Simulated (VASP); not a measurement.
# BaC2 (R-3m) in VASP: single point with LDA

Aim: the single point of BaC2 with LDA.

Everything below comes from runs of VASP 6.6.1. Logs are shortened: lines on timing, memory, paths and dates and some standing lists are left out, and cuts for length are marked.

## (1) The crystal as given

It takes space group R-3m (No. 166, trigonal). Conventional cell: a = 5.238 Å, b = 5.238 Å, c = 7.458 Å, α = 90.00°, β = 90.00°, γ = 120.00°. Ba (site symmetry -3m) has 8 C at 3.08 to 3.10 Å as nearest neighbours. Around C (site symmetry 3m) lie 1 C at 1.27 Å.

The cell comes from a database or a generator and needn't be the stable form of this composition.

## (2) Single point, LDA

Input file INCAR:

```
PREC = Accurate
ENCUT = 520
EDIFF = 1E-6
ISMEAR = 0
SIGMA = 0.1
LREAL = False
LASPH = True
NELM = 100
ALGO = Normal
ISIF = 2
LWAVE = False
LCHARG = False
NBANDS = 16
```

Input file KPOINTS:

```
regular mesh
0
Gamma
  6 6 6
```

Input file POSCAR:

```
BaC2
1.0
    2.6188173636      1.5119749099      2.4859528344
   -2.6188173636      1.5119749099      2.4859528344
    0.0000000000     -3.0239498197      2.4859528344
Ba C
1 2
Direct
    0.0000000000      0.0000000000      0.0000000000
    0.5849370000      0.5849370000      0.5849370000
    0.4150630000      0.4150630000      0.4150630000
```

Potentials or basis: VASP PAW LDA potentials, release 64 (Ba_sv, C).

Started as:

```
$ cat potpaw_LDA.64/Ba_sv/POTCAR potpaw_LDA.64/C/POTCAR > POTCAR
$ mpirun -np 1 vasp_std > vasp.out
```

OUTCAR:

```text
PREC = Accurate
   ENCUT = 520
   EDIFF = 1E-6
   ISMEAR = 0
   LREAL = False
   LASPH = True
   NELM = 100
   ISIF = 2

 ion  position               nearest neighbor table
   1  0.000  0.000  0.000-   2 3.08   2 3.08   3 3.08   3 3.08   2 3.08   3 3.08   3 3.10   2 3.10

   2  0.585  0.585  0.585-   3 1.27   1 3.08   1 3.08   1 3.08   1 3.10
   3  0.415  0.415  0.415-   2 1.27   1 3.08   1 3.08   1 3.08   1 3.10

  LATTYP: Found a trigonal (rhomboedric) cell.
 ALAT       =     3.9146179899
 COS(alpha) =     0.1049204312

  Lattice vectors:

 A1 = (   2.6188173636,   1.5119749099,   2.4859528344)
 A2 = (  -2.6188173636,   1.5119749099,   2.4859528344)
 A3 = (   0.0000000000,  -3.0239498197,   2.4859528344)

Analysis of symmetry for initial positions (statically):
=====================================================================
 Subroutine PRICEL returns:
 Original cell was already a primitive cell.

 Routine SETGRP: Setting up the symmetry group for a
 trigonal (rhombohedral) supercell.

 Subroutine GETGRP returns: Found 12 space group operations
 (whereof 12 operations were pure point group operations)
 out of a pool of 12 trial point group operations.

The static configuration has the point symmetry D_3d.

Analysis of symmetry for dynamics (positions and initial velocities):
=====================================================================
 Subroutine PRICEL returns:
 Original cell was already a primitive cell.

 Routine SETGRP: Setting up the symmetry group for a
 trigonal (rhombohedral) supercell.

 Subroutine GETGRP returns: Found 12 space group operations
 (whereof 12 operations were pure point group operations)
 out of a pool of 12 trial point group operations.

The dynamic configuration has the point symmetry D_3d.

 Subroutine INISYM returns: Found 12 space group operations
 (whereof 12 operations are pure point group operations),
 and found     1 'primitive' translations

----------------------------------------------------------------------------------------

                                     Primitive cell

  volume of cell :      59.0601

  direct lattice vectors                    reciprocal lattice vectors
     2.618817364  1.511974910  2.485952834     0.190925876  0.110231106  0.134086749
    -2.618817364  1.511974910  2.485952834    -0.190925876  0.110231106  0.134086749
     0.000000000 -3.023949820  2.485952834     0.000000000 -0.220462212  0.134086749

  length of vectors
     3.914617990  3.914617990  3.914617990     0.258036515  0.258036515  0.258036515

  position of ions in fractional coordinates (direct lattice)
     0.000000000  0.000000000  0.000000000
     0.584937000  0.584937000  0.584937000
     0.415063000  0.415063000  0.415063000

  ion indices of the primitive-cell ions
   primitive index   ion index
                 1           1
                 2           2
                 3           3

----------------------------------------------------------------------------------------

 KPOINTS: regular mesh

Automatic generation of k-mesh.
 Grid dimensions read from file:
 generate k-points for:    6    6    6

 Generating k-lattice:

  Cartesian coordinates                     Fractional coordinates (reciprocal lattice)
     0.031820979  0.018371851  0.022347791     0.166666667 -0.000000000  0.000000000
    -0.031820979  0.018371851  0.022347791    -0.000000000  0.166666667  0.000000000
     0.000000000 -0.036743702  0.022347791     0.000000000  0.000000000  0.166666667

  Length of vectors
     0.043006086  0.043006086  0.043006086

  Shift w.r.t. Gamma in fractional coordinates (k-lattice)
     0.000000000  0.000000000  0.000000000

 Subroutine IBZKPT returns following result:
 ===========================================

 Found     32 irreducible k-points:

 Following reciprocal coordinates:
            Coordinates               Weight
  0.000000  0.000000  0.000000      1.000000
  0.166667 -0.000000 -0.000000      6.000000
  0.333333 -0.000000  0.000000      6.000000
  0.500000 -0.000000 -0.000000      3.000000
  0.166667  0.166667 -0.000000      6.000000
  0.333333  0.166667  0.000000     12.000000
[... 16 lines left out ...]
  0.500000  0.500000  0.166667      6.000000
 -0.333333  0.500000  0.166667     12.000000
 [... further k-points ...]
   k-points           NKPTS =     32   k-points in BZ     NKDIM =     32   number of bands    NBANDS=     16
   number of dos      NEDOS =    301   number of ions     NIONS =      3
   total plane-waves  NPLWV =  27000
   dimension x,y,z NGX =    30 NGY =   30 NGZ =   30
   dimension x,y,z NGXF=    60 NGYF=   60 NGZF=   60
   ions per type =               1   2
   NGX,Y,Z   is equivalent  to a cutoff of  12.74, 12.74, 12.74 a.u.
   NGXF,Y,Z  is equivalent  to a cutoff of  25.48, 25.48, 25.48 a.u.
 SYSTEM =  unknown system
   PREC   = accura    normal or accurate (medium, high low for compatibility)
   ISTART =      0    job   : 0-new  1-cont  2-samecut
   ICHARG =      2    charge: 1-file 2-atom 10-const
   ISPIN  =      1    spin polarized calculation?
   LNONCOLLINEAR =      F non collinear calculations
   LSORBIT =      F    spin-orbit coupling
   LASPH  =      T    aspherical Exc in radial PAW
   ENCUT  =  520.0 eV  38.22 Ry    6.18 a.u.   7.28  7.28  7.28*2*pi/ulx,y,z
   NELM   =    100;   NELMIN=  2; NELMDL= -5     # of ELM steps
   EDIFF  = 0.1E-05   stopping-criterion for ELM
   LREAL  =      F    real-space projection
   EDIFFG = 0.1E-04   stopping-criterion for IOM
   NSW    =      0    number of steps for IOM
   IBRION =     -1    ionic relax: 0-MD 1-quasi-New 2-CG
   NFREE  =      0    steps in history (QN), initial steepest desc. (CG)
   ISIF   =      2    stress and relaxation
   ISYM   =      2    0-nonsym 1-usesym 2-fastsym
   POTIM  = 0.5000    time-step for ionic-motion
   TEBEG  =    0.0;   TEEND  =   0.0 temperature during run
   PSTRESS=    0.0 pullay stress
   NELECT =      18.0000    total number of electrons
   NUPDOWN=      -1.0000    fix difference up-down
   EMIN   =  10.00;   EMAX   =-10.00  energy-range for DOS
   EFERMI =   0.00;   METHOD = LEGACY
   ISMEAR =     0;   SIGMA  =   0.10  broadening in eV -4-tet -1-fermi 0-gaus
   EFERMI_NEDOS =   21; number of points for ismear=-14 and -15
   IALGO  =     38    algorithm
   IMIX   =      4    mixing-type and parameters
     AMIX     =   0.40;   BMIX     =  1.00
     AMIX_MAG =   1.60;   BMIX_MAG =  1.00
  volume/ion in A,a.u.               =      19.69       132.85
  Fermi-wavevector in a.u.,A,eV,Ry     =   1.101711  2.081932 16.514305  1.213767
  Thomas-Fermi vector in A             =   2.238143
   LORBIT       =      0    0 simple, 1 ext, 2 COOP (PROOUT), +10 PAW based schemes
   GGA     = CA    functional components
   LHFCALC =     F    Hartree Fock is set to
   AEXX    =    0.0000 exact exchange contribution
   IVDW    =     0    specifies the selected vdW correction
   LEPSILON=     F    determine dielectric tensor
   LRPA    =     F    only Hartree local field effects (RPA)
 non-spin polarized calculation
 Gauss-broadening in eV      SIGMA  =   0.10
  energy-cutoff  :      520.00
  volume of cell :       59.06
 maximum number of plane-waves:      1612
 NGX is ok and might be reduce to    30
   NGX = 15   NGY = 15   NGZ = 15

 number of electron      17.9999999 magnetization

 Free energy of the ion-electron system (eV)
  ---------------------------------------------------
  ext. energy  EPLUGINS =         0.00000000
  ---------------------------------------------------
  free energy    TOTEN  =       -21.70105936 eV

  energy without entropy =      -21.70105936  energy(sigma->0) =      -21.70105936

 E-fermi :   2.1307     XC(G=0):  -9.7467

 val. band max:        1.6368095350   @ k =   0.5000   0.5000   0.5000
 cond. band min:       2.8495685444   @ k =   0.0000   0.0000   0.0000
 fundamental gap:      1.2127590094
 Fermi energy:         2.1306753344

 k-point     1 :       0.0000    0.0000    0.0000
  band No.  band energies     occupation
      1     -25.0668      2.00000
      2     -10.8376      2.00000
      3      -9.9828      2.00000
      4      -9.9828      2.00000
      5      -9.8646      2.00000
      6      -0.7865      2.00000
[... 8 lines left out ...]
     15       8.9237      0.00000
     16      10.8715      0.00000

 k-point     2 :       0.1667   -0.0000   -0.0000
  band No.  band energies     occupation
      1     -25.0479      2.00000
      2     -11.1087      2.00000
      3      -9.9575      2.00000
      4      -9.8744      2.00000
      5      -9.8072      2.00000
      6      -1.4188      2.00000
[... 8 lines left out ...]
     15       8.8021      0.00000
     16      10.0336      0.00000

 k-point     3 :       0.3333   -0.0000    0.0000
  band No.  band energies     occupation
      1     -25.0098      2.00000
      2     -11.5356      2.00000
      3      -9.9059      2.00000
      4      -9.8761      2.00000
      5      -9.5580      2.00000
      6      -2.1669      2.00000
[... 8 lines left out ...]
     15       8.8815      0.00000
     16       9.5071      0.00000

 k-point     4 :       0.5000   -0.0000   -0.0000
  band No.  band energies     occupation
      1     -24.9905      2.00000
      2     -11.7224      2.00000
      3      -9.8796      2.00000
      4      -9.8726      2.00000
      5      -9.4501      2.00000
      6      -2.4716      2.00000
[... 8 lines left out ...]
     15       8.5086      0.00000
     16       9.1330      0.00000

 k-point     5 :       0.1667    0.1667   -0.0000
  band No.  band energies     occupation
      1     -25.0304      2.00000
      2     -11.1066      2.00000
      3     -10.1567      2.00000
      4      -9.8896      2.00000
      5      -9.7205      2.00000
      6      -1.7276      2.00000
[... 8 lines left out ...]
     15       9.2131      0.00000
     16      10.1295      0.00000

 k-point     6 :       0.3333    0.1667    0.0000
  band No.  band energies     occupation
      1     -24.9932      2.00000
      2     -11.3832      2.00000
      3     -10.1305      2.00000
      4      -9.8818      2.00000
      5      -9.6834      2.00000
      6      -2.1090      2.00000
[... 8 lines left out ...]
     15       9.0070      0.00000
     16       9.6751      0.00000

 k-point     7 :       0.5000    0.1667   -0.0000
  band No.  band energies     occupation
      1     -24.9734      2.00000
      2     -11.5848      2.00000
      3     -10.1037      2.00000
      4      -9.8699      2.00000
      5      -9.6001      2.00000
      6      -2.2235      2.00000
[... 8 lines left out ...]
     15       8.9269      0.00000
     16       9.2089      0.00000

 k-point     8 :      -0.3333    0.1667    0.0000
  band No.  band energies     occupation
      1     -24.9913      2.00000
      2     -11.4883      2.00000
      3     -10.2136      2.00000
      4      -9.8490      2.00000
      5      -9.5064      2.00000
      6      -1.8750      2.00000
[... 8 lines left out ...]
     15       8.8954      0.00000
     16       9.1580      0.00000

 k-point     9 :      -0.1667    0.1667    0.0000
  band No.  band energies     occupation
      1     -25.0286      2.00000
      2     -11.2583      2.00000
      3     -10.1456      2.00000
      4      -9.8799      2.00000
      5      -9.5705      2.00000
      6      -1.2399      2.00000
[... 8 lines left out ...]
     15       9.1705      0.00000
     16       9.4190      0.00000
[... 172 lines left out ...]
 k-point    19 :       0.3333    0.3333    0.1667
  band No.  band energies     occupation
      1     -24.9428      2.00000
      2     -11.1210      2.00000
      3     -10.4275      2.00000
      4     -10.0243      2.00000
      5      -9.9015      2.00000
      6      -2.0502      2.00000
[... 8 lines left out ...]
     15       9.3879      0.00000
     16      10.2906      0.00000

 k-point    20 :       0.5000    0.3333    0.1667
  band No.  band energies     occupation
      1     -24.9234      2.00000
      2     -11.1704      2.00000
      3     -10.4443      2.00000
      4     -10.0469      2.00000
      5      -9.9721      2.00000
      6      -2.0899      2.00000
[... 8 lines left out ...]
     15       9.6340      0.00000
     16      10.3228      0.00000

 k-point    21 :      -0.3333    0.3333    0.1667
  band No.  band energies     occupation
      1     -24.9393      2.00000
      2     -11.2106      2.00000
      3     -10.5126      2.00000
      4     -10.0143      2.00000
      5      -9.8069      2.00000
      6      -1.9478      2.00000
[... 8 lines left out ...]
     15       8.7768      0.00000
     16       9.6217      0.00000

 k-point    22 :      -0.1667    0.3333    0.1667
  band No.  band energies     occupation
      1     -24.9742      2.00000
      2     -11.3314      2.00000
      3     -10.2692      2.00000
      4     -10.0423      2.00000
      5      -9.6273      2.00000
      6      -1.9189      2.00000
[... 8 lines left out ...]
     15       8.4137      0.00000
     16       9.2425      0.00000

 k-point    23 :       0.5000    0.5000    0.1667
  band No.  band energies     occupation
      1     -24.9054      2.00000
      2     -10.7903      2.00000
      3     -10.5840      2.00000
      4     -10.5116      2.00000
      5      -9.9470      2.00000
      6      -2.1491      2.00000
[... 8 lines left out ...]
     15      10.1245      0.00000
     16      10.5691      0.00000

 k-point    24 :      -0.3333    0.5000    0.1667
  band No.  band energies     occupation
      1     -24.9218      2.00000
      2     -11.0432      2.00000
      3     -10.5331      2.00000
      4     -10.2260      2.00000
      5      -9.9223      2.00000
      6      -2.1282      2.00000
[... 8 lines left out ...]
     15       9.2667      0.00000
     16      10.0859      0.00000

 [... further k-points ...]
[... 5 lines left out ...]
  --------------------------------------------------------------------------------------
  -------------------------------------------------------------------------------------
  Total       -1.5196262     -1.5196262     -1.9762191      0.0000000     -0.0000000     -0.0000000
  in kB      -41.2243117    -41.2243117    -53.6107322      0.0000000     -0.0000000     -0.0000000
  external PRESSURE =     -45.3531186 kB  Pullay stress =       0.0000000 kB

 VOLUME and BASIS-vectors are now :
 -----------------------------------------------------------------------------
  energy-cutoff  :      520.00
  volume of cell :       59.06
      direct lattice vectors                 reciprocal lattice vectors
     2.618817364  1.511974910  2.485952834     0.190925876  0.110231106  0.134086749
    -2.618817364  1.511974910  2.485952834    -0.190925876  0.110231106  0.134086749
     0.000000000 -3.023949820  2.485952834     0.000000000 -0.220462212  0.134086749

 POSITION                                       TOTAL-FORCE (eV/Angst)
 -----------------------------------------------------------------------------------
      0.00000      0.00000      0.00000         0.000000      0.000000      0.000000
      0.00000      0.00000      4.36238        -0.000000     -0.000000     -0.391855
      0.00000      0.00000      3.09548        -0.000000      0.000000      0.391855
 -----------------------------------------------------------------------------------
    total drift:                                0.000000     -0.000000     -0.000000

  FREE ENERGIE OF THE ION-ELECTRON SYSTEM (eV)
  ---------------------------------------------------
  free  energy   TOTEN  =       -21.7010593558 eV

  energy  without entropy=      -21.7010593558  energy(sigma->0) =      -21.70105936
```

It took 10 s on 1 thread of Intel Xeon 6975P-C (Granite Rapids), shared host; peak memory 0.16 GiB.

What came out:

- Free energy: -21.7011 eV
- Pressure: -4.5 GPa
- Largest force: 0.392 eV/Å
- Band gap on the k mesh: 1.21 eV, indirect (least direct gap 2.12 eV)

Forces in eV/Å, atoms in the order of the input:
```
Ba   0.000  0.000  0.000
C    0.000  0.000 -0.392
C    0.000  0.000  0.392
```

Caveat: spin-orbit coupling is left out, which moves the levels of the heavy elements.
